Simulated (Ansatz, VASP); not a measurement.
One calculation of ScPb, two programs

```xyz
2
Lattice="3.5016 0.0000 0.0000 -1.7508 3.0325 0.0000 0.0000 0.0000 4.8367" Properties=species:S:1:pos:R:3 pbc="T T T"
Sc    0.0000    0.0000    2.4184
Pb    1.7508    1.0108    0.0000
```

Alike in both runs: functional PBE; k mesh 15 × 15 × 10; occupations fermi-dirac, width 0.15 eV; no spin polarisation.

Ansatz relaxed the structure, and its values are those at the end. VASP's run is a single point on that final structure, the one shown.

```csv
,VASP,Ansatz
version,VASP 6.6.1,Ansatz 0.2.0
potentials or method,"VASP PAW PBE potentials, release 64 (Sc_sv, Pb_d)","scalar-relativistic, plane waves, PAW"
plane-wave cutoff (eV),520,420
valence electrons in the cell,25,25
```

```tsv
	VASP	Ansatz	Ansatz less VASP
gap on the k mesh at the Fermi level (eV)	none	none	-
pressure (GPa)	0.0	0.0	-0.02
```

A gap of «none» marks a metal or a gap that the smearing closes.

Spin-orbit coupling is left out, which matters for the levels of Pb.
